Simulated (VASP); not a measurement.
Elastic constants (GPa) of a crystal from VASP 6.6.1 with PBE GGA, VASP's PBE PAW potentials (set 64):

```csv
,xx,yy,zz,yz,xz,xy
xx,224.1,156.3,156.3,0.0,0.0,0.0
yy,156.3,224.1,156.3,0.0,0.0,0.0
zz,156.3,156.3,224.1,0.0,0.0,0.0
yz,0.0,0.0,0.0,111.2,0.0,0.0
xz,0.0,0.0,0.0,0.0,111.2,0.0
xy,0.0,0.0,0.0,0.0,0.0,111.2
```

Finite-difference elastic constants of metals are sensitive to mesh and smearing; shear constants can be off by tens of GPa.

Question: Work out the Voigt, Reuss and Hill moduli, Young's modulus and Poisson's ratio.

Answer: All eigenvalues are positive (smallest 67.8 GPa), so the crystal is stable. K_V = (C11+C22+C33+2(C12+C13+C23))/9 = (672.3 + 2×468.9)/9 = 178.9 GPa; G_V = (672.3 − 468.9 + 3×333.6)/15 = 80.3 GPa. From the compliances, K_R = 178.9 GPa and G_R = 58.2 GPa. Hill: K = 178.9 GPa, G = 69.2 GPa, E = 9KG/(3K+G) = 183.9 GPa, ν = (3K−2G)/(2(3K+G)) = 0.329. K/G = 2.58, above Pugh's 1.75; universal anisotropy A^U = 1.90.

Question: With a density of 8.95 g/cm³, what are the mean sound speeds?

Answer: v_l = √((K+4G/3)/ρ) = 5.50 km/s and v_t = √(G/ρ) = 2.78 km/s. The crystal is CoGa (CsCl type), cubic.

The compound is CoGa in the CsCl type structure. It was relaxed first. The run is not spin-polarised, so no magnetic state was tried.
